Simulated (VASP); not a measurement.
Given:

```yaml
crystal:
  lattice:
    - [0.00000, 2.73432, 2.73432]
    - [2.73432, 0.00000, 2.73432]
    - [2.73432, 2.73432, 0.00000]
  atoms:
    - { symbol: Ca, position: [0.00000, 0.00000, 0.00000] }
    - { symbol: S, position: [0.50000, 0.50000, 0.50000] }
```

All values below come from PBE GGA, VASP's PBE PAW potentials (set 64) (plane waves; VASP). Settings: 500 eV cut-off, 8×8×8 Γ-centred mesh, Gaussian smearing of 0.050 eV, potentials Ca_sv S.

Problem. Predict the energy per atom (σ→0), pressure, band gap (on the k-mesh) with the smallest direct gap where there is one.

Solution. 
The band gap (on the k-mesh) is 2.03 eV and the smallest direct gap (on the k-mesh) is 2.92 eV. The energy per atom (σ→0) is -5.100 eV/atom and the pressure is 9.97 GPa.

Total energies compare only between runs with the same potentials, cut-off and functional.

The compound is CaS in the rock salt structure. It was relaxed first under an external pressure of 10 GPa.
